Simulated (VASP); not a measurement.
Shape and ions are relaxed at each volume.

Data:

```cif
data_Si2W
_chemical_formula_sum 'Si2 W1'
_space_group_name_H-M_alt 'P 1'
_space_group_IT_number 1
_cell_length_a 4.51892
_cell_length_b 4.51892
_cell_length_c 4.51892
_cell_angle_alpha 138.468
_cell_angle_beta 138.468
_cell_angle_gamma 60.187
loop_
_space_group_symop_operation_xyz
  'x, y, z'
loop_
_atom_site_label
_atom_site_type_symbol
_atom_site_fract_x
_atom_site_fract_y
_atom_site_fract_z
_atom_site_occupancy
Si1 Si 0.66553 0.66553 0.00000 1
Si2 Si 0.33447 0.33447 0.00000 1
W1 W 0.00000 0.00000 0.00000 1
```

Method: PBEsol GGA, VASP's PBE PAW potentials (set 64) (plane waves; VASP). Settings: 520 eV cut-off, 13×13×13 Γ-centred mesh, first-order Methfessel-Paxton smearing of 0.10 eV, potentials Si W_sv.

Problem. Give the energy at these volumes per atom, relative to the lowest: 12.58, 12.98, 13.38, 13.79, 14.19 Å³.

Solution. 38.7, 9.1, 0.0, 8.4, 31.6 meV/atom. A third-order Birch-Murnaghan fit gives B0 = 232 GPa and B0′ = 4.4.

The compound is WSi2 in the MoSi2 type structure. It was relaxed first.
